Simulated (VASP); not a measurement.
Set up this calculation in VASP 6.6.1, as the native input.

```
Task                   : single point
Functional             : r2SCAN
Potentials or basis    : VASP PAW PBE potentials, release 64 (Cd, Br)
Cutoff                 : 520 eV
k mesh                 : 4 × 4 × 4, shifted
Occupations            : fermi-dirac, width 0.1 eV
Spin                   : no spin polarisation
Dipole correction      : no
Further INCAR settings : ALGO = Normal; EDIFF = 1e-06; NBANDS = 30
```

The system is Cd3Br.

```xyz
4
Lattice="4.4823 0.0108 0.0082 0.0108 4.4943 0.0093 0.0082 0.0093 4.4960" Properties=species:S:1:pos:R:3 pbc="T T T"
Cd    4.4459    2.2262    2.2593
Cd    2.2656    4.4653    2.2570
Cd    2.2722    2.2639    4.4325
Br    0.0410    0.0169    4.4685
```

The cell was built by a generator and needn't be a form met in nature.

One way to write it, as run:

POSCAR

```
Cd3Br
1.0
    4.4822754700      0.0107949100      0.0081801300
    0.0107949100      4.4942734100      0.0092571000
    0.0081801300      0.0092571000      4.4960421400
Cd Br
3 1
Direct
    0.9897780000      0.4919290000      0.4997030000
    0.5021600000      0.9913140000      0.4990410000
    0.5039270000      0.5004820000      0.9839260000
    0.0073330000      0.0017060000      0.9938560000
```

INCAR.step1

```
PREC     = Accurate       # precision mode
ENCUT    = 520            # plane-wave cutoff, eV
ISMEAR   = -1             # smearing method
SIGMA    = 0.1            # smearing width, eV
LREAL    = F              # projectors in reciprocal space
LASPH    = T              # aspherical terms in the spheres
NELM     = 100            # most SCF steps
NBANDS   = 30             # bands
GGA      = PE             # functional
ALGO     = Normal         # electronic algorithm
EDIFF    = 1E-4           # SCF threshold, eV
LWAVE    = T              # write WAVECAR
LCHARG   = F              # write CHGCAR
```

INCAR.step2

```
PREC     = Accurate       # precision mode
ENCUT    = 520            # plane-wave cutoff, eV
EDIFF    = 1E-6           # SCF threshold, eV
ISMEAR   = -1             # smearing method
SIGMA    = 0.1            # smearing width, eV
LREAL    = F              # projectors in reciprocal space
LASPH    = T              # aspherical terms in the spheres
NELM     = 100            # most SCF steps
ALGO     = Normal         # electronic algorithm
ISIF     = 2              # what is computed and relaxed
LWAVE    = F              # write WAVECAR
LCHARG   = F              # write CHGCAR
METAGGA  = R2SCAN         # meta-GGA
LMIXTAU  = T            
NBANDS   = 30             # bands
ISTART   = 1
```

KPOINTS

```
Automatic mesh
0
Gamma
  4 4 4
  0 0 0.5
```

Potentials or basis: VASP PAW PBE potentials, release 64 (Cd, Br).

The run is started by

```console
$ cat potpaw_PBE.64/Cd/POTCAR potpaw_PBE.64/Br/POTCAR > POTCAR
$ cp INCAR.step1 INCAR
$ mpirun -np 1 vasp_std > vasp.out
$ cp INCAR.step2 INCAR
$ mpirun -np 1 vasp_std > vasp.out
```

Results of the run:

* Pressure: 6.7 GPa
* Largest force: 0.166 eV/Å
* Band gap on the k mesh: none (metal or under the smearing width)

Caveat: the PAW data sets were made with another functional, which shifts forces and pressure a little; an odd number of electrons without spin polarisation forces a metal; a magnetic or distorted state may lie lower.

It took 3.2 min on 1 thread of AMD EPYC 9R45 (Zen 5), on a shared host, peak memory 0.22 GiB.
